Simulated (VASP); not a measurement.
Here is a VASP 6.6.1 calculation.

File INCAR:

```
  PREC = Accurate
  ENCUT = 450
  EDIFF = 1E-5
  ISMEAR = 0
  SIGMA = 0.03
  LREAL = Auto
  LASPH = True
  NELM = 120
  ALGO = Normal
  ISIF = 2
  LWAVE = False
  LCHARG = False
  ISPIN = 2
  MAGMOM = 0.4 0 0 0 0 0 0 0 0 0 0 0 0 0 0 0 0 0 0 0 0 0 0 0 0 0 0 0 0 0 0 0
  LORBIT = 11
  LMAXMIX = 4
  LDAU = True
  LDAUTYPE = 2
  LDAUL = 2 -1 -1
  LDAUU = 3.5 0 0
  LDAUJ = 0 0 0
  LDAUPRINT = 1
  GGA = PS
  NBANDS = 95
```

The input KPOINTS:

```
Automatic mesh
0
Gamma
  3 3 2
```

The input POSCAR:

```
MnAl15N16
1.0
    6.2200008610      0.0000000000      0.0000000000
   -3.1100004305      5.3866787572      0.0000000000
    0.0000000000      0.0000000000      9.9600000000
Mn Al N
1 15 16
Direct
    0.3333333333      0.1666666667      0.0000000000
    0.3333333333      0.1666666667      0.5000000000
    0.3333333333      0.6666666667      0.0000000000
    0.3333333333      0.6666666667      0.5000000000
    0.8333333333      0.1666666667      0.0000000000
    0.8333333333      0.1666666667      0.5000000000
    0.8333333333      0.6666666667      0.0000000000
    0.8333333333      0.6666666667      0.5000000000
    0.1666666667      0.3333333333      0.2500000000
    0.1666666667      0.3333333333      0.7500000000
    0.1666666667      0.8333333333      0.2500000000
    0.1666666667      0.8333333333      0.7500000000
    0.6666666667      0.3333333333      0.2500000000
    0.6666666667      0.3333333333      0.7500000000
    0.6666666667      0.8333333333      0.2500000000
    0.6666666667      0.8333333333      0.7500000000
    0.3333333333      0.1666666667      0.1910000000
    0.3333333333      0.1666666667      0.6910000000
    0.3333333333      0.6666666667      0.1910000000
    0.3333333333      0.6666666667      0.6910000000
    0.8333333333      0.1666666667      0.1910000000
    0.8333333333      0.1666666667      0.6910000000
    0.8333333333      0.6666666667      0.1910000000
    0.8333333333      0.6666666667      0.6910000000
    0.1666666667      0.3333333333      0.4410000000
    0.1666666667      0.3333333333      0.9410000000
    0.1666666667      0.8333333333      0.4410000000
    0.1666666667      0.8333333333      0.9410000000
    0.6666666667      0.3333333333      0.4410000000
    0.6666666667      0.3333333333      0.9410000000
    0.6666666667      0.8333333333      0.4410000000
    0.6666666667      0.8333333333      0.9410000000
```

Potentials or basis: VASP PAW PBE potentials, release 64 (Mn_pv, Al, N).

Run with:

```bash
$ cat potpaw_PBE.64/Mn_pv/POTCAR potpaw_PBE.64/Al/POTCAR potpaw_PBE.64/N/POTCAR > POTCAR
$ mpirun -np 1 vasp_std > vasp.out
```

**Question.** Estimate the net moment.

**Answer.** 4.00 μB per cell.

**Question.** What does it give for the site moments?

**Answer.** Mn +3.68; Al +0.00, +0.01; N -0.06, +0.00, -0.00 μB.

**Question.** Estimate the band gap on the k mesh.

**Answer.** None (metal or under the smearing width).

Forces in eV/Å, atoms in the order of the input:
```
Mn   0.000  0.000  0.311
Al   0.000  0.000  0.098
Al  -0.003 -0.001 -0.071
Al   0.045  0.026  0.025
Al   0.000  0.003 -0.071
Al   0.000 -0.052  0.025
Al   0.003 -0.001 -0.071
Al  -0.045  0.026  0.025
Al  -0.236  0.136 -0.080
Al  -0.026  0.015  0.099
Al   0.000 -0.273 -0.080
Al   0.000 -0.030  0.099
Al   0.236  0.136 -0.080
Al   0.026  0.015  0.099
Al   0.000  0.000 -0.051
Al   0.000  0.000  0.103
N    0.000  0.000  0.976
N    0.000  0.000 -0.089
N   -0.015 -0.008  0.074
N    0.009  0.005 -0.079
N    0.000  0.017  0.074
N    0.000 -0.010 -0.079
N    0.015 -0.008  0.074
N   -0.009  0.005 -0.079
N    0.050 -0.029 -0.053
N   -1.620  0.935 -0.345
N    0.000  0.058 -0.053
N    0.000 -1.870 -0.345
N   -0.050 -0.029 -0.053
N    1.620  0.935 -0.345
N    0.000  0.000 -0.005
N    0.000  0.000 -0.048
```

Caveat: the k mesh is coarse (spacing up to 0.39 Å⁻¹), so the values aren't converged; the PAW data sets were made with another functional, which shifts forces and pressure a little; only a ferromagnetic start was run, and an antiferromagnetic order may lie lower in energy. The state reached can hang on the start; a lower one may exist.
